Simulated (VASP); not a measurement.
Input of a VASP 6.6.1 run:

File INCAR:

```
SYSTEM = CaOs4
PREC     = Accurate       ! precision mode
ENCUT    = 520            ! plane-wave cutoff, eV
EDIFF    = 1E-6           ! SCF threshold, eV
ISMEAR   = 0              ! smearing method
SIGMA    = 0.1            ! smearing width, eV
LREAL    = .False.        ! projectors in reciprocal space
LASPH    = .True.         ! aspherical terms in the spheres
NELM     = 100            ! most SCF steps
ALGO     = Normal         ! electronic algorithm
ISIF     = 2              ! what is computed and relaxed
LWAVE    = .False.        ! write WAVECAR
LCHARG   = .True.         ! write CHGCAR
GGA      = PE             ! functional
LELF     = .True.         ! ELF
LVHAR    = .True.       
NBANDS   = 29             ! bands
```

The input KPOINTS:

```
Automatic mesh
0
Gamma
  8 8 8
  0 0 0
```

POSCAR

```
CaOs4
1.0
    4.4836251713      0.0000000000      0.0000000000
    0.0000000000      4.4836251713      0.0000000000
    0.0000000000      0.0000000000      4.4836251713
Ca Os
1 4
Direct
    0.0000000000      0.0000000000      0.0000000000
    0.5000000000      0.0000000000      0.0000000000
    0.0000000000      0.5000000000      0.0000000000
    0.0000000000      0.0000000000      0.5000000000
    0.5000000000      0.5000000000      0.5000000000
```

Potentials or basis: VASP PAW PBE potentials, release 64 (Ca_sv, Os).

Run with:

```bash
$ cat potpaw_PBE.64/Ca_sv/POTCAR potpaw_PBE.64/Os/POTCAR > POTCAR
$ mpirun -np 1 vasp_std > vasp.out
```

Problem. Predict the band gap on the k mesh.

Solution. None (metal or under the smearing width).

Problem. Predict the pressure.

Solution. 1.7 GPa.

Spin-orbit coupling is left out, which matters for the levels of Os.
